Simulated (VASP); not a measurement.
OSZICAR of a VASP run on Al (fcc):

### OSZICAR
```
       N       E                     dE             d eps       ncg     rms          rms(c)
DAV:   1    -0.202511301039E+01   -0.20251E+01   -0.82181E+02  4620   0.303E+02
DAV:   2    -0.409470885508E+01   -0.20696E+01   -0.18879E+01  5530   0.301E+01
DAV:   3    -0.411407519790E+01   -0.19366E-01   -0.19137E-01  5610   0.331E+00
DAV:   4    -0.411414472523E+01   -0.69527E-04   -0.69525E-04  5735   0.187E-01
DAV:   5    -0.411414508893E+01   -0.36370E-06   -0.36299E-06  5690   0.110E-02    0.144E+00
DAV:   6    -0.409663556163E+01    0.17510E-01   -0.21628E-03  5110   0.310E-01    0.817E-01
DAV:   7    -0.408483091184E+01    0.11805E-01   -0.59040E-03  4980   0.493E-01    0.172E-01
DAV:   8    -0.408481557271E+01    0.15339E-04   -0.32221E-05  5480   0.587E-02    0.116E-02
DAV:   9    -0.408481479375E+01    0.77896E-06   -0.54155E-07  5535   0.534E-03    0.156E-03
DAV:  10    -0.408481453491E+01    0.25883E-06   -0.56758E-09  4070   0.711E-04    0.141E-03
DAV:  11    -0.408481450446E+01    0.30452E-07   -0.33881E-10  2700   0.168E-04
   1 F= -.40848145E+01 E0= -.40847444E+01  d E =-.210280E-03
```

### Question
Which electronic solver shows in the log?

### Answer
It is blocked Davidson (ALGO = Normal, or the opening steps of other solvers). The INCAR had ALGO = Normal.

### Question
Can the final energy be trusted as converged?

### Answer
The calculation finished and met its thresholds. It stopped with EDIFF = 1E-7, NELM = 100 (PBEsol GGA, plane waves, VASP's PBE PAW potentials (set 64)).

The compound is Al in the fcc structure. This cell was strained or had an atom moved on purpose.
